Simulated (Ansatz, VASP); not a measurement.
CsLi2: VASP beside Ansatz

File INCAR:

```
  PREC = Accurate
  ENCUT = 600
  EDIFF = 1E-7
  ISMEAR = 0
  SIGMA = 0.1
  LREAL = False
  LASPH = True
  NELM = 80
  ALGO = Fast
  ISIF = 3
  LWAVE = False
  LCHARG = False
  GGA = PE
  IBRION = 2
  NSW = 100
  EDIFFG = -0.01
```

KPOINTS

```
Automatic mesh
0
Gamma
  10 10 10
```

Contents of POSCAR:

```
CsLi2
1.0
    0.0000000000      4.5871144768      4.5871144768
    4.5871144768      0.0000000000      4.5871144768
    4.5871144768      4.5871144768      0.0000000000
Cs Li
1 2
Direct
    0.0000000000      0.0000000000      0.0000000000
    0.7500000000      0.7500000000      0.7500000000
    0.2500000000      0.2500000000      0.2500000000
```

Input for Ansatz:

```yaml
crystal:
  lattice:
    - [0.0, 4.5871144768, 4.5871144768]
    - [4.5871144768, 0.0, 4.5871144768]
    - [4.5871144768, 4.5871144768, 0.0]
  atoms:
    - { symbol: Cs, position: [0.0, 0.0, 0.0] }
    - { symbol: Li, position: [0.75, 0.75, 0.75] }
    - { symbol: Li, position: [0.25, 0.25, 0.25] }
basis:
  ecutwfc: 420
kpoints:
  mp_grid: { grid: [10, 10, 10] }
hamiltonian:
  xc: pbe
scf:
  occupations: { method: gaussian, width: 0.1 }
output:
  forces: true
  stress: true
  eigenvalues: true
  write_density: true
  write_potential: true
  elf: true
  volumetric_format: npy
relax:
  adjacent_minimum: "off"
  f_tol: 0.01
  max_steps: 80
  cell: { stress_tol: 0.05 }
```

Alike in both runs: task relaxation of cell and atoms; functional PBE; k mesh 10 × 10 × 10; occupations gaussian, width 0.1 eV; no spin polarisation.

```csv
,VASP,Ansatz
version,VASP 6.6.1,Ansatz 0.2.0
potentials or method,"VASP PAW PBE potentials, release 64 (Cs_sv, Li_sv)","scalar-relativistic, plane waves, PAW"
plane-wave cutoff (eV),600,420
valence electrons in the cell,15,15
```

|  | VASP | Ansatz | Ansatz less VASP |
| --- | --- | --- | --- |
| gap on the k mesh at the Fermi level, each at its own relaxed structure (eV) | none | none | - |
| relaxed volume (Å³/atom) | 64.35 | 64.35 | 0.000 |
| relaxed cell length with the largest relative difference (Å) | 6.487 | 6.487 | 0.0000 |

A gap of «none» marks a metal or a gap that the smearing closes.

Caveats: the cutoff is under 1.25 times the usual one of these potentials, so pressure, stress and relaxed cells hold a basis-set (Pulay) error (VASP); the relaxation stopped at its first step, so nothing moved. Spin-orbit coupling is left out, which matters for the levels of Cs.
